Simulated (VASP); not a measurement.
An input for Ansatz (written as the equivalent of a VASP run, and not itself run):

Ansatz 0.2 input:
```yaml
crystal:
  lattice:
    - [0.0000000, 2.6558243, 2.6558243]
    - [2.6558243, 0.0000000, 2.6558243]
    - [2.6558243, 2.6558243, 0.0000000]
  atoms:
    - { symbol: Co, position: [0.0188265, 0.0188265, -0.0188265] }
    - { symbol: Si, position: [0.2500000, 0.2500000, 0.2500000] }
    - { symbol: Si, position: [0.7500000, 0.7500000, 0.7500000] }
kpoints:
  mp_grid: { grid: [10, 10, 10] }
hamiltonian:
  xc: pbesol
  pseudopotentials: { kind: paw }
scf:
  occupations: { method: methfessel_paxton, width: 0.1 }
  max_iter: 100
output: { forces: true, stress: true, eigenvalues: true }
```

Question: Write the VASP files for the same calculation (PBEsol).

Answer: One answer among several that fit: 
### KPOINTS
```
Automatic mesh
0
Gamma
10 10 10
0 0 0
```

File POSCAR:
```
CoSi2
1
    0.0000000000     2.6558243431     2.6558243431
    2.6558243431     0.0000000000     2.6558243431
    2.6558243431     2.6558243431     0.0000000000
Co Si
1 2
Direct
  0.0188265463   0.0188265463  -0.0188265463
  0.2500000000   0.2500000000   0.2500000000
  0.7500000000   0.7500000000   0.7500000000
```

### INCAR
```
SYSTEM = CoSi2
PREC = Accurate
ENCUT = 480
EDIFF = 1E-7
NELM = 100
ALGO = Normal
LREAL = .FALSE.
LASPH = .TRUE.
ISMEAR = 1
SIGMA = 0.1
GGA = PS
LMAXMIX = 4
LWAVE = .FALSE.
LCHARG = .FALSE.
ISIF = 2
```

POTCAR, in this order: Co Si (PBE.64 set). Program: vasp_std.

What does not carry over: each code has its own PAW files, so the cut-off isn't converted (ENCUT is set for VASP's; basis.ecutwfc is left out, and Ansatz then takes the one that its files recommend); Ansatz stops its SCF on the density residual and VASP on the energy change (EDIFF).

The compound is CoSi2 in the fluorite structure. This cell was strained or had an atom moved on purpose.
